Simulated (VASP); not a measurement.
An input for Ansatz (written as the equivalent of a VASP run, and not itself run):

Ansatz 0.2 input:
```yaml
crystal:
  lattice:
    - [4.2098956, 0.0000000, 0.0000000]
    - [0.0000000, 4.2098956, 0.0000000]
    - [0.0000000, 0.0000000, 4.2098956]
  atoms:
    - { symbol: Cs, position: [0.0000000, 0.0000000, 0.0000000] }
    - { symbol: Cl, position: [0.5000000, 0.5000000, 0.5000000] }
kpoints:
  mp_grid: { grid: [6, 6, 6] }
hamiltonian:
  xc: pbe
  pseudopotentials: { kind: paw }
scf:
  occupations: { method: gaussian, width: 0.05 }
  max_iter: 100
output: { forces: true, stress: true, eigenvalues: true }
```

### Question
Write the VASP files for the same calculation (PBE).

### Answer
One answer among several that fit: 
### POSCAR
```
CsCl
1.0
  4.2098956288   0.0000000000   0.0000000000
  0.0000000000   4.2098956288   0.0000000000
  0.0000000000   0.0000000000   4.2098956288
Cs Cl
1 1
Cart
  0.0000000000   0.0000000000   0.0000000000
  2.1049478144   2.1049478144   2.1049478144
```

**KPOINTS**
```
Automatic mesh
0
Gamma
6 6 6
0 0 0
```

### INCAR
```
ALGO=Normal
EDIFF=1E-6
ENCUT=520
GGA=PE
ISMEAR=0
LASPH=T
LCHARG=T
LMAXMIX=4
LREAL=F
LWAVE=F
NELM=100
PREC=Accurate
SIGMA=0.05
SYSTEM=CsCl
```

POTCAR, in this order: Cs_sv Cl (PBE.64 set). Program: vasp_std.

The two are equivalent in intent, not identical: each code has its own PAW files, so the cut-off isn't converted (ENCUT is set for VASP's; basis.ecutwfc is left out, and Ansatz then takes the one that its files recommend); Ansatz stops its SCF on the density residual and VASP on the energy change (EDIFF).

The compound is CsCl in the CsCl type structure. It was relaxed first, which changed the volume by +7 %.
